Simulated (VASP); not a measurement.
Data:

```xyz
4
Lattice="3.5263 0.0000 0.0000 -1.7632 3.0539 0.0000 0.0000 0.0000 5.5394" Properties=species:S:1:pos:R:3 pbc="T T T"
Zr     0.0000     2.0359     5.5226
Zr     1.7632     1.0180     2.7529
N      0.0000     2.0359     2.0940
N      1.7632     1.0180     4.8637
```

Calculation: PBEsol GGA, VASP's PBE PAW potentials (set 64) (plane waves; VASP). Settings: 520 eV cut-off, 11×11×6 Γ-centred mesh, tetrahedra with Blöchl corrections, potentials Zr_sv N.

The cores are frozen, which limits the accuracy of field gradients.

Question: Give the principal components of the electric field gradient (V/Å²) and the asymmetry η at each nucleus.

Answer: 
```csv
atom,Vxx,Vyy,Vzz,η
Zr1,-9.7,-9.7,19.4,0.00
Zr2,-9.7,-9.7,19.4,0.00
N3,-3.1,-3.1,6.3,0.00
N4,-3.1,-3.1,6.3,0.00
```

The structure was generated: ZrN was put into the wurtzite type (P6_3mc), which need not be its known phase. It was relaxed first, which changed the volume by -35 %.
